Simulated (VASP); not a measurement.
Method: PBE GGA, VASP's PBE PAW potentials (set 64) (plane waves; VASP 6.6.1).

Input for VASP

INCAR:
```
SYSTEM = BaF2
PREC = Accurate; ENCUT = 400; LREAL = .FALSE.
LASPH = .TRUE.
EDIFF = 1E-6; NELM = 100; ALGO = Normal
LMAXMIX = 4
ISMEAR = 0; SIGMA = 0.01
GGA = PE
ISIF = 2
LWAVE = .FALSE.; LCHARG = .FALSE.
```

KPOINTS:
```
Automatic mesh
0
G
5 5 5
0 0 0
```

POSCAR:
```
BaF2
4.4638870
  0.0000000000   0.7071068331   0.7071068331
  0.7071068331   0.0000000000   0.7071068331
  0.7071068331   0.7071068331   0.0000000000
Ba F
1 2
Direct
  0.0000000000   0.0000000000   0.0000000000
  0.2500000000   0.2500000000   0.2500000000
  0.7500000000   0.7500000000   0.7500000000
```

POTCAR, in this order: Ba_sv F (PBE.64 set). Program: vasp_std.

At this cut-off the stress carries a Pulay error, which pulls relaxed volumes low.

Q: Predict the energy per atom (σ→0), pressure.

A: 
| Item | Value |
|---|---|
| energy per atom (σ→0) | -5.720 eV/atom |
| pressure | -6.50 GPa |

### OSZICAR
```
...
DAV:   7    -0.171365541857E+02    0.15764E-01   -0.30868E-01   408   0.493E+00    0.208E+00
DAV:   8    -0.171489918735E+02   -0.12438E-01   -0.54611E-02   368   0.271E+00    0.244E-01
DAV:   9    -0.171579260226E+02   -0.89341E-02   -0.12499E-02   424   0.763E-01    0.150E-01
DAV:  10    -0.171604670591E+02   -0.25410E-02   -0.37898E-03   344   0.420E-01    0.428E-02
DAV:  11    -0.171604437241E+02    0.23335E-04   -0.30216E-04   424   0.135E-01    0.121E-02
DAV:  12    -0.171604714886E+02   -0.27765E-04   -0.46116E-05   336   0.514E-02    0.269E-03
DAV:  13    -0.171604716387E+02   -0.15011E-06   -0.47770E-07   376   0.535E-03
   1 F= -.17160472E+02 E0= -.17160472E+02  d E =-.998829E-64
```

The structure comes from a computed database's BaF2 entry; how it stands against other phases isn't given here. The cell was not relaxed at this level.
